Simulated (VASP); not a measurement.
```
CELL_PARAMETERS angstrom
      4.00379     0.00000     0.00000
      0.00000     4.00379     0.00000
      0.00000     0.00000     4.00379
ATOMIC_POSITIONS crystal
  Ti 0.00000 0.00000 0.00000
  Pt 0.00000 0.50000 0.50000
  Pt 0.50000 0.00000 0.50000
  Pt 0.50000 0.50000 0.00000
```

Calculation: optB86b-vdW, VASP's PBE PAW potentials (set 64) (plane waves; VASP 6.6.1). Settings: 520 eV cut-off, 8×8×8 Γ-centred mesh, first-order Methfessel-Paxton smearing of 0.10 eV, potentials Ti_sv Pt.

### Question
Give the stress tensor in GPa (positive for a compressed cell).

### Answer

```
-12.62    0.00    0.00
  0.00  -12.62    0.00
  0.00    0.00  -12.62
```
The pressure is its mean diagonal, -12.62 GPa.

The compound is Pt3Ti in the L1_2 structure. This cell is one point of a volume scan, at 1.06 of the reference volume.
